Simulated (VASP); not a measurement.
Method: PBE GGA, VASP's PBE PAW potentials (set 64) (plane waves; VASP).

VASP input:

### KPOINTS
```
K-points
0
gamma
  14 14 6
```

**POSCAR**
```
Cd
1.0
  1.4875701382  -2.5765473597   0.0000000000
  1.4875701382   2.5765473597   0.0000000000
  0.0000000000   0.0000000000   5.8730879405
Cd
2
Cart
  1.4875701382   0.8588508376   1.4682719851
  1.4875701382  -0.8588508376   4.4048159554
```

INCAR:
```
SYSTEM = Cd
PREC = Accurate; ENCUT = 520; LREAL = .False.
LASPH = .True.
EDIFF = 1E-7; NELM = 100; ALGO = Normal
LMAXMIX = 4
ISMEAR = 1; SIGMA = 0.1
GGA = PE
IBRION = 2; NSW = 30; ISIF = 4
EDIFFG = -0.01
LWAVE = .False.; LCHARG = .False.
```

POTCAR, in this order: Cd (PBE.64 set). Program: vasp_std.

### Question
Estimate the energy per atom (σ→0), band gap (on the k-mesh).

### Answer

The energy per atom (σ→0) comes out as -738 meV/atom and the band gap (on the k-mesh) comes out as none (metal, semimetal or under 0.01 eV).

OSZICAR:
```
...
DAV:   1    -0.147949164092E+01   -0.36717E-02   -0.16488E-01  3232   0.373E+00    0.291E-01
DAV:   2    -0.147707193065E+01    0.24197E-02   -0.14577E-03  3264   0.519E-01    0.168E-01
DAV:   3    -0.147592470939E+01    0.11472E-02   -0.21450E-03  3256   0.445E-01    0.499E-02
DAV:   4    -0.147593975302E+01   -0.15044E-04   -0.16133E-04  3296   0.174E-01    0.449E-02
DAV:   5    -0.147593962239E+01    0.13064E-06   -0.70060E-07  3608   0.130E-02    0.200E-02
DAV:   6    -0.147593947904E+01    0.14335E-06   -0.17303E-06  3296   0.101E-02    0.155E-02
DAV:   7    -0.147593953191E+01   -0.52870E-07   -0.65094E-08  1776   0.303E-03
   3 F= -.14759395E+01 E0= -.14759343E+01  d E =-.701083E-03
```

The compound is Cd in the hcp structure. This cell is one point of a volume scan, at 0.97 of the reference volume. Symmetry was kept, so distortions that lower it aren't found.
